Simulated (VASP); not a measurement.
VASP ran on this input.

KPOINTS:
```
Automatic mesh
0
Gamma
11 11 11
0 0 0
```

### INCAR
```
SYSTEM = Cd
PREC = Accurate
ENCUT = 400
EDIFF = 1E-6
NELM = 100
ALGO = Normal
LREAL = .FALSE.
LASPH = .TRUE.
ISMEAR = 1
SIGMA = 0.1
METAGGA = R2SCAN
LMIXTAU = .TRUE.
LMAXMIX = 4
LWAVE = .FALSE.
LCHARG = .FALSE.
IBRION = 2
ISIF = 3
NSW = 60
EDIFFG = -0.01
```

**POSCAR**
```
Cd
1
    2.8926980000     0.0000000000     0.0000000000
    0.0000000000     2.8926980000     0.0000000000
    0.0000000000     0.0000000000     2.8926980000
Cd
1
Direct
  0.0000000000   0.0000000000   0.0000000000
```

POTCAR, in this order: Cd (PBE.64 set). Program: vasp_std.

Question: Translate this r2SCAN calculation to Ansatz.

Answer: One equivalent input (not run):
Ansatz 0.2 input:
```yaml
crystal:
  lattice:
    - [2.8926980, 0.0000000, 0.0000000]
    - [0.0000000, 2.8926980, 0.0000000]
    - [0.0000000, 0.0000000, 2.8926980]
  atoms:
    - { symbol: Cd, position: [0.0000000, 0.0000000, 0.0000000] }
kpoints:
  mp_grid: { grid: [11, 11, 11] }
hamiltonian:
  xc: r2scan
  pseudopotentials: { kind: paw }
scf:
  occupations: { method: methfessel_paxton, width: 0.1 }
  max_iter: 100
relax:
  max_steps: 60
  f_tol: 0.01
  cell: {}
output: { forces: true, stress: true, eigenvalues: true }
```
Limits of the translation: each code has its own PAW files, so the cut-off isn't converted (ENCUT is set for VASP's; basis.ecutwfc is left out, and Ansatz then takes the one that its files recommend); Ansatz stops its SCF on the density residual and VASP on the energy change (EDIFF).

The structure was generated: Cd was put into the simple-cubic type (Pm-3m), which need not be its known phase. This run relaxes it. Symmetry was kept, so distortions that lower it aren't found.
